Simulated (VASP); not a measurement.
# Hf (Hafnium) with r2SCAN + rVV10: from relaxation to properties, part 2 of 6

What structure and properties does r2SCAN + rVV10 give Hf (Hafnium), and how near are they to the measured ones? The start is a cell from a database of measured crystal structures.

VASP 6.6.1; r2SCAN with rVV10; plane waves and PAW (Hf_pv).

Still holding for the runs below: The k-mesh is coarse for a metal.

So far. Step 2 (Full relaxation (r2SCAN + rVV10)): It ends with forces that vanish by symmetry and a pressure of 0.01 GPa. The volume lies -1.3 % from that of the database's start, which holds the thermal and zero-point expansion of its experiment.

## 3. Second relaxation

The basis stayed that of the start cell while the cell moved. A rerun from the cell reached resets it; the error of the finite cutoff stays.

INCAR

```
SYSTEM = Hf
PREC = Accurate
ENCUT = 400
EDIFF = 1E-06
NELM = 100
ISMEAR = 1
SIGMA = 0.2
LREAL = .FALSE.
ALGO = Normal
METAGGA = R2SCAN
LUSE_VDW = .TRUE.
IVDW_NL = 2
BPARAM = 11.95
CPARAM = 0.0093
LASPH = .TRUE.
NBANDS = 16
LORBIT = 11
LWAVE = .FALSE.
LCHARG = .FALSE.
KPAR = 2
IBRION = 2
NSW = 60
ISIF = 3
EDIFFG = -0.01
```

POSCAR

```
Hf
1.0
    3.1864262073      0.0000000000      0.0000000000
   -1.5932131036      2.7595260428      0.0000000000
    0.0000000000      0.0000000000      5.0220807124
Hf
2
Direct
    0.3333333333      0.6666666667      0.2500000000
    0.6666666667      0.3333333333      0.7500000000
```

KPOINTS

```
Automatic mesh
0
Gamma
8 8 5
0 0 0
```

PAW data sets: Hf_pv (PBE family, release 64).

The run is started by

```
> mpirun -np 2 vasp_std
```

What it wrote:

```text
[banner, memory and clock lines left out]
running    2 mpi-ranks, on    1 nodes
 distrk:  each k-point on    1 cores,    2 groups
 distr:  one band on    1 cores,    1 groups

 POSCAR found type information on POSCAR Hf
 POSCAR found :  1 types and       2 ions
 [... a notice as in an earlier step ...]

 [... a notice as in an earlier step ...]

 LDA part: xc-table for (None), standard interpolation
 POSCAR, INCAR and KPOINTS ok, starting setup
 FFT: planning ... GRIDC
 FFT: planning ... GRID_SOFT
 FFT: planning ... GRID
 WAVECAR not read
 entering main loop
       N       E                     dE             d eps       ncg     rms          rms(c)
Total rVV10 correction in eV:      0.3886374    22.5152500
Total rVV10 correction in eV:      0.3886374    22.5152500
DAV:   1    -0.302585635225E+02   -0.30259E+02   -0.10493E+04   960   0.102E+03
DAV:   2    -0.940735428456E+02   -0.63815E+02   -0.62412E+02  1280   0.236E+02
DAV:   3    -0.956439502289E+02   -0.15704E+01   -0.15666E+01  1320   0.264E+01
DAV:   4    -0.956568706671E+02   -0.12920E-01   -0.12919E-01  1176   0.302E+00
DAV:   5    -0.956570602026E+02   -0.18954E-03   -0.18953E-03  1320   0.295E-01    0.725E+01
Total rVV10 correction in eV:      0.3674886    22.5152502
Total rVV10 correction in eV:      0.3674886    22.5152502
DAV:   6    -0.900057294512E+02    0.56513E+01   -0.10135E+00  1072   0.847E+00    0.419E+01
Total rVV10 correction in eV:      0.3476949    22.5152502
Total rVV10 correction in eV:      0.3476949    22.5152502
DAV:   7    -0.899602912409E+02    0.45438E-01   -0.73656E-01  1184   0.638E+00    0.407E+00
Total rVV10 correction in eV:      0.3487736    22.5152502
Total rVV10 correction in eV:      0.3487736    22.5152502
DAV:   8    -0.899619763331E+02   -0.16851E-02   -0.22821E-02  1152   0.104E+00    0.147E+00
Total rVV10 correction in eV:      0.3503739    22.5152502
Total rVV10 correction in eV:      0.3503739    22.5152502
DAV:   9    -0.899604365908E+02    0.15397E-02   -0.73664E-03  1160   0.579E-01    0.198E-01
Total rVV10 correction in eV:      0.3502823    22.5152502
Total rVV10 correction in eV:      0.3502823    22.5152502
DAV:  10    -0.899604202964E+02    0.16294E-04   -0.21851E-04  1312   0.128E-01    0.155E-01
Total rVV10 correction in eV:      0.3502613    22.5152502
Total rVV10 correction in eV:      0.3502613    22.5152502
DAV:  11    -0.899604162055E+02    0.40909E-05   -0.14504E-05  1192   0.312E-02    0.949E-03
Total rVV10 correction in eV:      0.3502747    22.5152502
Total rVV10 correction in eV:      0.3502747    22.5152502
DAV:  12    -0.899604165158E+02   -0.31034E-06   -0.33536E-07   800   0.429E-03
Total rVV10 correction in eV:      0.3502775    22.5152502
Total rVV10 correction in eV:      0.3502775    22.5152502
Total rVV10 correction in eV:      0.3502781    22.5152502
Total rVV10 correction in eV:      0.3502781    22.5152502
   1 F= -.89960417E+02 E0= -.89963593E+02  d E =-.899604E+02
 curvature:   0.00 expect dE= 0.000E+00 dE for cont linesearch  0.000E+00
 trial: gam= 0.00000 g(F)=  0.528E-47 g(S)=  0.471E-06 ort = 0.000E+00 (trialstep = 0.100E+01)
 search vector abs. value=  0.471E-06
 reached required accuracy - stopping structural energy minimisation
```

Elapsed: 43 s, on 2 MPI ranks of Intel Xeon 6975P-C (Granite Rapids), shared host; peak memory 0.48 GiB; 84 s of CPU time.

Parts of OUTCAR (step 3):

```text
  LATTYP: Found a hexagonal cell.
 ALAT       =     3.1864262073
 C/A-ratio  =     1.5760856790

 Found     30 irreducible k-points:

   ENCUT  =  400.0 eV  29.40 Ry    5.42 a.u.   5.20  5.20  8.19*2*pi/ulx,y,z

   NELECT =      20.0000    total number of electrons

 E-fermi :   4.9408

 k-point     1 :       0.0000    0.0000    0.0000
  band No.  band energies     occupation
    ...
      4     -26.3746      2.00000
      5     -26.3672      2.00000
      6     -26.3672      2.00000
      7      -2.8978      2.00000
      8       1.0283      2.00000
      9       5.3869     -0.00709
     10       6.2408     -0.00000
     11       6.2408     -0.00000
     12       6.5953     -0.00000
     13       7.1415     -0.00000
    ...

 k-point     2 :       0.1250    0.0000    0.0000
  band No.  band energies     occupation
    ...
      5     -26.3948      2.00000
      6     -26.3789      2.00000
      7      -2.4100      2.00000
      8       1.4884      2.00000
      9       4.8333      1.78018
     10       5.3309     -0.01870
     11       6.6280     -0.00000
     12       6.7042     -0.00000
     13       7.2689     -0.00000
     14       7.2862     -0.00000
    ...

  Total        0.0027905      0.0027905     -0.0019829      0.0000000      0.0000000      0.0000000
  in kB        0.1012444      0.1012444     -0.0719434      0.0000000      0.0000000      0.0000000
  external PRESSURE =       0.0435151 kB  Pullay stress =       0.0000000 kB

  energy-cutoff  :      400.00
  volume of cell :       44.16
      direct lattice vectors                 reciprocal lattice vectors
     3.186426207  0.000000000  0.000000000     0.313831212  0.181190535  0.000000000
    -1.593213104  2.759526043  0.000000000     0.000000000  0.362381070  0.000000000
     0.000000000  0.000000000  5.022080712     0.000000000  0.000000000  0.199120655

 POSITION                                       TOTAL-FORCE (eV/Angst)
 -----------------------------------------------------------------------------------
     -0.00000      1.83968      1.25552         0.000000      0.000000      0.000000
      1.59321      0.91984      3.76656        -0.000000     -0.000000      0.000000
 -----------------------------------------------------------------------------------
    total drift:                               -0.000000      0.000000     -0.000000

  FREE ENERGIE OF THE ION-ELECTRON SYSTEM (eV)
  ---------------------------------------------------
  free  energy   TOTEN  =       -89.9604165158 eV

  energy  without entropy=      -89.9699450420  energy(sigma->0) =      -89.96359269

 total charge
# of ion       s       p       d       tot
------------------------------------------
    1        0.406   6.432   1.525   8.362
    2        0.406   6.432   1.525   8.362
--------------------------------------------------
tot          0.812  12.863   3.049  16.724

[... 6 parts as in an earlier step ...]

[... 6 further parts left out ...]
```

CONTCAR:

```
Hf
   1.00000000000000
     3.1864262072999998    0.0000000000000000    0.0000000000000000
    -1.5932131035999999    2.7595260428000001    0.0000000000000000
     0.0000000000000000    0.0000000000000000    5.0220807124000002
  Hf
     2
Direct
     0.3333333332999970    0.6666666667000030    0.2500000000000000
     0.6666666667000030    0.3333333332999970    0.7500000000000000
```

Little changed from the start: no atom moved by 0.005 Å and no cell edge by 0.1 %.

Numbers from this step:

| Property | Result |
| --- | --- |
| free energy (TOTEN) | -89.9604 eV |
| energy at zero smearing | -89.9636 eV |
| pressure | 0.004352 GPa |
| SCF cycles over all ionic steps | 12 |

It ends with forces that vanish by symmetry and a pressure of 0.00 GPa. The volume moved by under 0.01 %: the run met its threshold at the first step.

## 4. Single point with fields (r2SCAN + rVV10)

The relaxed cell gets a fresh self-consistent run, on a basis set for its own volume, to fix the density and to check the remaining stress.

INCAR, as its differences from that of step 3:

```diff
@@ -18,7 +18,5 @@
 LWAVE = .FALSE.
-LCHARG = .FALSE.
-KPAR = 2
-IBRION = 2
-NSW = 60
-ISIF = 3
-EDIFFG = -0.01
+LCHARG = .TRUE.
+ISIF = 2
+LELF = .TRUE.
+LVHAR = .TRUE.
```

POSCAR is that of step 3.

KPOINTS is that of step 3.

The run is started by

```
> mpirun -np 2 vasp_std
```

What it wrote:

```text
[banner, memory and clock lines left out]
running    2 mpi-ranks, on    1 nodes
 distrk:  each k-point on    2 cores,    1 groups
 distr:  one band on    1 cores,    2 groups

 POSCAR found type information on POSCAR Hf
 POSCAR found :  1 types and       2 ions
 [... a notice as in an earlier step ...]

 [... a notice as in an earlier step ...]

 LDA part: xc-table for (None), standard interpolation
 POSCAR, INCAR and KPOINTS ok, starting setup
 FFT: planning ... GRIDC
 FFT: planning ... GRID_SOFT
 FFT: planning ... GRID
 WAVECAR not read
 entering main loop
       N       E                     dE             d eps       ncg     rms          rms(c)
Total rVV10 correction in eV:      0.3886374    22.5152500
DAV:   1    -0.302585635229E+02   -0.30259E+02   -0.10493E+04   960   0.102E+03
[... 1 cycle as in an earlier step ...]
DAV:   3    -0.956439502290E+02   -0.15704E+01   -0.15666E+01  1320   0.264E+01
DAV:   4    -0.956568706670E+02   -0.12920E-01   -0.12919E-01  1176   0.302E+00
[... 1 cycle as in an earlier step ...]
Total rVV10 correction in eV:      0.3674886    22.5152502
DAV:   6    -0.900057294517E+02    0.56513E+01   -0.10135E+00  1072   0.847E+00    0.419E+01
Total rVV10 correction in eV:      0.3476949    22.5152502
DAV:   7    -0.899602912407E+02    0.45438E-01   -0.73656E-01  1184   0.638E+00    0.407E+00
Total rVV10 correction in eV:      0.3487736    22.5152502
DAV:   8    -0.899619763333E+02   -0.16851E-02   -0.22821E-02  1152   0.104E+00    0.147E+00
Total rVV10 correction in eV:      0.3503739    22.5152502
[... 1 cycle as in an earlier step ...]
Total rVV10 correction in eV:      0.3502823    22.5152502
DAV:  10    -0.899604202963E+02    0.16294E-04   -0.21851E-04  1312   0.128E-01    0.155E-01
Total rVV10 correction in eV:      0.3502613    22.5152502
DAV:  11    -0.899604162052E+02    0.40911E-05   -0.14504E-05  1192   0.312E-02    0.949E-03
Total rVV10 correction in eV:      0.3502747    22.5152502
DAV:  12    -0.899604165158E+02   -0.31056E-06   -0.33536E-07   800   0.429E-03
Total rVV10 correction in eV:      0.3502775    22.5152502
Total rVV10 correction in eV:      0.3502781    22.5152502
   1 F= -.89960417E+02 E0= -.89963593E+02  d E =0.952853E-02
```

Wall time 28 s (2 MPI ranks); peak memory 0.37 GiB; 55 s of CPU time.

Parts of OUTCAR (step 4):

```text
 Found     30 irreducible k-points:

   NELECT =      20.0000    total number of electrons

 E-fermi :   4.9408

  Total        0.0027905      0.0027905     -0.0019829      0.0000000      0.0000000      0.0000000
  in kB        0.1012438      0.1012438     -0.0719442      0.0000000      0.0000000      0.0000000
  external PRESSURE =       0.0435145 kB  Pullay stress =       0.0000000 kB

 POSITION                                       TOTAL-FORCE (eV/Angst)
 -----------------------------------------------------------------------------------
     -0.00000      1.83968      1.25552         0.000000      0.000000      0.000000
      1.59321      0.91984      3.76656         0.000000     -0.000000      0.000000
 -----------------------------------------------------------------------------------
    total drift:                               -0.000000      0.000000     -0.000000

[... 19 parts as in an earlier step ...]
```

Numbers from this step:

- SCF cycles: 12
- pressure: 0.004351 GPa

Valence electrons inside each PAW sphere by angular momentum. Sphere charges, by row:

```csv
atom,s (e),p (e),d (e),tot (e)
Hf1,0.406,6.432,1.525,8.362
Hf2,0.406,6.432,1.525,8.362
```

Valence density in the ac plane at fractional y = 0.333, with atoms of Hf within 0.2 Å of it. It is the smooth field of the valence electrons, not physical close to the nuclei.

Ten even steps from '_' (0.2 e/Å³) to '@' (3.6 e/Å³):
```
________________________________
__________________........______
________________::--====--::..__
______________..--**####**==::__
____________..--++%%@@@@%%**--..
____________..--##@@@@@@@@##==::
____________..--##@@@@@@@@##==::
____________..--++%%@@@@%%**--..
______________..--**####**==::__
________________::--====--::..__
__________________........______
________________________________
________________________________
________________________________
________________________________
________________________________
________________________________
____....________________________
__........______________________
__........______________________
____....________________________
________________________________
________________________________
________________________________
________________________________
________________________________
```
Columns run along a (3.2 Å), rows up along c (5.0 Å). Atoms in or near the plane, at fractional coordinates: Hf at (0.67, 0.75).

ELF in the ac plane at fractional y = 0.333, with atoms of Hf within 0.2 Å of it. It is the smooth field of the valence electrons, not physical close to the nuclei.

Ten even steps from '_' (0.00) to '@' (0.77):
```
==++******==::::::::----::::..::
::==****++--....--==++++++--::..
..--++**==::..--++********++--::
..::==++--::::==**++====++**++--
::::--==::::--**++::____::==**==
::::--==::::==**==..______--**++
::::--==::::==**==..______--**++
::::--==::::--**++::____::==**==
..::==++--::::==**++====++**++--
..--++**==::..--++********++--::
::==****++--....--==++++++--::..
==++******==::::::::----::::..::
==++++++++====----------------==
==----------==++++++******++++==
::::::::::::--++**##%%%%%%##++==
..........::::==**%%@@@@@@##++--
..::::::::::::--**%%@@@@@@##==::
::----==--::::--++%%@@@@@@##--::
::--======--::--++%%@@@@@@**--::
::--======--::--++%%@@@@@@**--::
::----==--::::--++%%@@@@@@##--::
..::::::::::::--**%%@@@@@@##==::
..........::::==**%%@@@@@@##++--
::::::::::::--++**##%%%%%%##++==
==----------==++++++******++++==
==++++++++====----------------==
```
Columns run along a (3.2 Å), rows up along c (5.0 Å). Atoms in or near the plane, at fractional coordinates: Hf at (0.67, 0.75).

Electrostatic potential energy in the ac plane at fractional y = 0.333, with atoms of Hf within 0.2 Å of it. With pseudopotentials it is smooth inside the atoms' cores, unlike the true potential.

Ten even steps from '0' (-23 eV) to '9' (2 eV):
```
8999998765555678
8999987543333457
7899976432222345
6899875321001134
5788864210000123
5788764210000023
5788764210000023
5788864210000123
6899875321001134
7899976432222345
8999987543333457
8999998765555678
9999998887777888
8888888998888998
8777788899999998
7666677899999988
6555567899999987
5444456789999987
5443446789999986
5443446789999986
5444456789999987
6555567899999987
7666677899999988
8777788899999998
8888888998888998
9999998887777888
```
Columns run along a (3.2 Å; values clipped at the 3rd and 97th percentile), rows up along c (5.0 Å). Atoms in or near the plane, at fractional coordinates: Hf at (0.67, 0.75).

In this run the pressure is 0.00 GPa, small enough to go on.

(Part 2 of 6 ends here.)

[Lines on the potential files, build, host, timing and source positions are cut from VASP's logs without a mark.]

[Logs are printed without paths, hosts, clocks, repeated set-up lines and the standing remarks that a program may print on its own settings, such as how far it seeks lower states.]

[Hosts, paths, dates, database ids (printed as entryN), source tags and the programs' standing remarks are cut or masked in the printed files.]

[A measured line is paired with the nearest computed mode of its activity, which favours agreement.]
